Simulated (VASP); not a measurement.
Output of a VASP run:

OUTCAR:
```
 ion  position               nearest neighbor table
   1  0.001  0.001  0.001-   3 2.65   4 2.72   4 2.72   4 2.72
   2  0.500  0.500  0.500-   3 2.79   3 2.79   3 2.79   4 2.82
   3  0.879  0.879  0.879-   1 2.65   2 2.79   2 2.79   2 2.79
   4  0.371  0.371  0.371-   1 2.72   1 2.72   1 2.72   2 2.82
  LATTYP: Found a trigonal (rhomboedric) cell.
 ALAT       =     7.7363964893
 COS(alpha) =     0.8308055511
 Subroutine PRICEL returns:
 Original cell was already a primitive cell.
 Subroutine GETGRP returns: Found  6 space group operations
The static configuration has the point symmetry C_3v.
The dynamic configuration has the point symmetry C_3v.
 Subroutine INISYM returns: Found  6 space group operations
 Subroutine IBZKPT returns following result:
 Found     19 irreducible k-points:

 Following reciprocal coordinates:
            Coordinates               Weight
  0.000000  0.000000  0.000000      1.000000
  0.200000 -0.000000  0.000000      6.000000
  0.400000  0.000000 -0.000000      6.000000
  0.200000  0.200000  0.000000      6.000000
  0.400000  0.200000 -0.000000     12.000000
 -0.400000  0.200000  0.000000     12.000000
 -0.200000  0.200000  0.000000      6.000000
  0.400000  0.400000 -0.000000      6.000000
 -0.400000  0.400000  0.000000      6.000000
  0.200000  0.200000  0.200000      2.000000
  0.400000  0.200000  0.200000      6.000000
 -0.400000  0.200000  0.200000      6.000000
 -0.200000  0.200000  0.200000      6.000000
  0.400000  0.400000  0.200000      6.000000
 -0.400000  0.400000  0.200000     12.000000
 -0.200000  0.400000  0.200000     12.000000
 -0.400000 -0.400000  0.200000      6.000000
  0.400000  0.400000  0.400000      2.000000
 -0.400000  0.400000  0.400000      6.000000
   k-points           NKPTS =     19   k-points in BZ     NKDIM =     19   number of bands    NBANDS=     17
   number of dos      NEDOS =    301   number of ions     NIONS =      4
   total plane-waves  NPLWV = 125000
   dimension x,y,z NGX =    50 NGY =   50 NGZ =   50
   dimension x,y,z NGXF=   100 NGYF=  100 NGZF=  100
   ions per type =               1   1   2
   PREC   = accura    normal or accurate (medium, high low for compatibility)
   ISTART =      0    job   : 0-new  1-cont  2-samecut
   ICHARG =      2    charge: 1-file 2-atom 10-const
   ISPIN  =      1    spin polarized calculation?
   LNONCOLLINEAR =      F non collinear calculations
   LSORBIT =      F    spin-orbit coupling
   INIWAV =      1    electr: 0-lowe 1-rand  2-diag
   ENCUT  =  400.0 eV  29.40 Ry    5.42 a.u.  12.62 12.62 12.62*2*pi/ulx,y,z
   NELM   =    100;   NELMIN=  2; NELMDL= -5     # of ELM steps
   EDIFF  = 0.1E-05   stopping-criterion for ELM
   LREAL  =      F    real-space projection
   NLSPLINE    = F    spline interpolate recip. space projectors
   LMAXMIX     =    4 max onsite mixed and CHGCAR
   VOSKOWN=      0    Vosko Wilk Nusair interpolation
   EDIFFG = -.2E-01   stopping-criterion for IOM
   NSW    =     60    number of steps for IOM
   NBLOCK =      1;   KBLOCK =     60    inner block; outer block
   IBRION =      2    ionic relax: 0-MD 1-quasi-New 2-CG
   NFREE  =      1    steps in history (QN), initial steepest desc. (CG)
   ISIF   =      3    stress and relaxation
   ISYM   =      2    0-nonsym 1-usesym 2-fastsym
   TEIN   =    0.0    initial temperature
   TEBEG  =    0.0;   TEEND  =   0.0 temperature during run
   SMASS  =  -3.00    Nose mass-parameter (am)
   PSTRESS=    0.0 pullay stress
   NELECT =      26.0000    total number of electrons
   EFERMI =   0.00;   METHOD = LEGACY
   ISMEAR =     0;   SIGMA  =   0.05  broadening in eV -4-tet -1-fermi 0-gaus
   IALGO  =     38    algorithm
   LDIAG  =      T    sub-space diagonalisation (order eigenvalues)
   IMIX   =      4    mixing-type and parameters
     AMIX     =   0.40;   BMIX     =  1.00
     AMIX_MAG =   1.60;   BMIX_MAG =  1.00
     AMIN     =   0.10
   GGA     = PS    functional components
   VOSKOWN =     0    Vosko Wilk Nusair interpolation
...
```

File OSZICAR:
```
       N       E                     dE             d eps       ncg     rms          rms(c)
DAV:   1     0.148825298877E+03    0.14883E+03   -0.91140E+03   646   0.111E+03
DAV:   2    -0.552791218880E+01   -0.15435E+03   -0.15188E+03   703   0.279E+02
DAV:   3    -0.164974596898E+02   -0.10970E+02   -0.10827E+02   887   0.833E+01
DAV:   4    -0.167373096805E+02   -0.23985E+00   -0.23975E+00   782   0.150E+01
DAV:   5    -0.167483540194E+02   -0.11044E-01   -0.11044E-01  1073   0.277E+00    0.532E+00
DAV:   6    -0.165211596806E+02    0.22719E+00   -0.39011E-01   847   0.837E+00    0.314E+00
DAV:   7    -0.164655444392E+02    0.55615E-01   -0.22466E-01   840   0.382E+00    0.753E-01
DAV:   8    -0.164637920418E+02    0.17524E-02   -0.21357E-02   896   0.173E+00    0.473E-01
DAV:   9    -0.164644373978E+02   -0.64536E-03   -0.22045E-03   729   0.387E-01    0.595E-02
DAV:  10    -0.164644999588E+02   -0.62561E-04   -0.17696E-04   968   0.145E-01    0.541E-02
DAV:  11    -0.164645315300E+02   -0.31571E-04   -0.38173E-05   760   0.365E-02    0.131E-02
DAV:  12    -0.164645406093E+02   -0.90793E-05   -0.88422E-06   744   0.165E-02    0.757E-03
DAV:  13    -0.164645413850E+02   -0.77575E-06   -0.15313E-06   685   0.701E-03
   1 F= -.16464541E+02 E0= -.16464541E+02  d E =-.164645E+02
       N       E                     dE             d eps       ncg     rms          rms(c)
DAV:   1    -0.164684783848E+02   -0.39378E-02   -0.11264E-01   846   0.441E+00    0.338E-01
DAV:   2    -0.164657577233E+02    0.27207E-02   -0.73097E-03   838   0.140E+00    0.149E-01
DAV:   3    -0.164650095507E+02    0.74817E-03   -0.19969E-03   855   0.667E-01    0.462E-02
DAV:   4    -0.164649869211E+02    0.22630E-04   -0.16731E-04   824   0.128E-01    0.328E-02
DAV:   5    -0.164649827916E+02    0.41295E-05   -0.21266E-05   852   0.577E-02    0.649E-03
DAV:   6    -0.164649831229E+02   -0.33122E-06   -0.34681E-06   607   0.169E-02
   2 F= -.16464983E+02 E0= -.16464983E+02  d E =-.441738E-03
       N       E                     dE             d eps       ncg     rms          rms(c)
DAV:   1    -0.164651920386E+02   -0.20925E-03   -0.55099E-03   844   0.984E-01    0.743E-02
DAV:   2    -0.164650604776E+02    0.13156E-03   -0.35549E-04   840   0.312E-01    0.330E-02
DAV:   3    -0.164650229481E+02    0.37530E-04   -0.99182E-05   870   0.150E-01    0.993E-03
DAV:   4    -0.164650207736E+02    0.21744E-05   -0.82546E-06   772   0.286E-02    0.686E-03
DAV:   5    -0.164650197787E+02    0.99491E-06   -0.82058E-07   382   0.126E-02
   3 F= -.16465020E+02 E0= -.16465020E+02  d E =-.478394E-03
       N       E                     dE             d eps       ncg     rms          rms(c)
DAV:   1    -0.164650596965E+02   -0.38923E-04   -0.10194E-02   702   0.608E-01    0.376E-02
DAV:   2    -0.164650847994E+02   -0.25103E-04   -0.39310E-04   939   0.170E-01    0.180E-02
DAV:   3    -0.164650805429E+02    0.42564E-05   -0.12972E-05   896   0.416E-02    0.121E-02
DAV:   4    -0.164650781511E+02    0.23919E-05   -0.44019E-06   728   0.293E-02    0.353E-03
DAV:   5    -0.164650779424E+02    0.20865E-06   -0.81131E-07   344   0.917E-03
   4 F= -.16465078E+02 E0= -.16465078E+02  d E =-.581637E-04
```

### OUTCAR
```
------------------------ aborting loop because EDIFF is reached ----------------------------------------
  FORCE on cell =-STRESS in cart. coord.  units (eV):
  Direction    XX          YY          ZZ          XY          YZ          ZX
  --------------------------------------------------------------------------------------
  Total       -0.0004436     -0.0004436      0.0152434      0.0000000      0.0000000      0.0000000
  in kB       -0.0055757     -0.0055757      0.1916121      0.0000000      0.0000000      0.0000000
  external PRESSURE =       0.0601535 kB  Pullay stress =       0.0000000 kB
  volume of cell :      127.46
      direct lattice vectors                 reciprocal lattice vectors
     2.245852470  1.296643742  7.294833792     0.222632611  0.128536977  0.045694438
    -2.245852470  1.296643742  7.294833792    -0.222632611  0.128536977  0.045694438
    -0.000000000 -2.593287485  7.294833792     0.000000000 -0.257073954  0.045694438
 POSITION                                       TOTAL-FORCE (eV/Angst)
 -----------------------------------------------------------------------------------
     -0.00000      0.00000      0.01376         0.000000     -0.000000     -0.002745
     -0.00000      0.00000     10.93313         0.000000     -0.000000     -0.015466
     -0.00000      0.00000     19.23803        -0.000000      0.000000      0.003926
     -0.00000      0.00000      8.11280        -0.000000      0.000000      0.014284
 -----------------------------------------------------------------------------------
    total drift:                               -0.000000      0.000008      0.000441
  FREE ENERGIE OF THE ION-ELECTRON SYSTEM (eV)
  ---------------------------------------------------
  free  energy   TOTEN  =       -16.4650779424 eV

  energy  without entropy=      -16.4650779424  energy(sigma->0) =      -16.46507794

 reached required accuracy - stopping structural energy minimisation
```
(Selected blocks of OUTCAR.)

File POSCAR:
```
AlInSb2
1
    2.2501772287     1.2991406443     7.2870272859
   -2.2501772287     1.2991406443     7.2870272859
   -0.0000000000    -2.5982812885     7.2870272859
Al In Sb
1 1 2
Direct
  0.0005391011   0.0005391011   0.0005391011
  0.4996429994   0.4996429994   0.4996429994
  0.8791628581   0.8791628581   0.8791628581
  0.3706480413   0.3706480413   0.3706480413
```

Problem. Write an INCAR and KPOINTS that could have produced this output.

Solution. Several could match; the one computed here: the input of the run itself, PBEsol GGA, plane waves, VASP's PBE PAW potentials (set 64).

File KPOINTS:
```
Automatic
0
G
 5 5 5
0 0 0
```

**INCAR**
```
ALGO  =  Normal
EDIFF  =  1E-6
EDIFFG  =  -0.02
ENCUT  =  400
GGA  =  PS
IBRION  =  2
ISIF  =  3
ISMEAR  =  0
LASPH  =  .True.
LCHARG  =  .False.
LMAXMIX  =  4
LREAL  =  .False.
LWAVE  =  .False.
NELM  =  100
NSW  =  60
PREC  =  Accurate
SIGMA  =  0.05
SYSTEM  =  AlInSb2
```

POTCAR, in this order: Al In_d Sb (PBE.64 set). Program: vasp_std.

The structure comes from a computed database's AlInSb2 entry (R3m); how it stands against other phases isn't given here. This run relaxes it. Symmetry was kept, so distortions that lower it aren't found. The start is the result of an earlier pass.
